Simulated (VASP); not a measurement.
Here is the system:

```
CELL_PARAMETERS angstrom
      2.81881     0.00000     0.00000
      0.00000     2.81881     0.00000
      0.00000     0.00000     2.81881
ATOMIC_POSITIONS crystal
  Al 0.50000 0.50000 0.50000
  Co 0.00000 0.00000 0.00000
```

These are MS2 meta-GGA, VASP's PBE PAW potentials (set 64) (plane waves; VASP 6.6.1) values and carry that method's errors. Run with 520 eV cut-off, 14×14×14 Γ-centred mesh, tetrahedra with Blöchl corrections, potentials Al Co.

### Question
Give the energies of bands 1 to 9 at the high-symmetry points, in eV from the Fermi level.

### Answer

```
band       Γ      X      M      R
----  ------  -----  -----  -----
1     -11.70  -7.25  -5.89  -4.63
2      -3.20  -7.13  -3.37  -4.63
3      -3.20  -2.53  -3.04  -4.63
4      -1.61  -2.48  -3.04  -0.12
5      -1.61  -2.48  -2.28  -0.12
6      -1.61  -1.50  -2.28   2.04
7       5.92   0.25  -0.17   2.04
8       5.92   8.25   2.38   2.04
9       5.92  10.52   3.12   4.25
```

It has no gap at this level: it comes out as a metal or semimetal.

The compound is CoAl in the CsCl type structure. It was relaxed first. The run is not spin-polarised, so no magnetic state was tried.
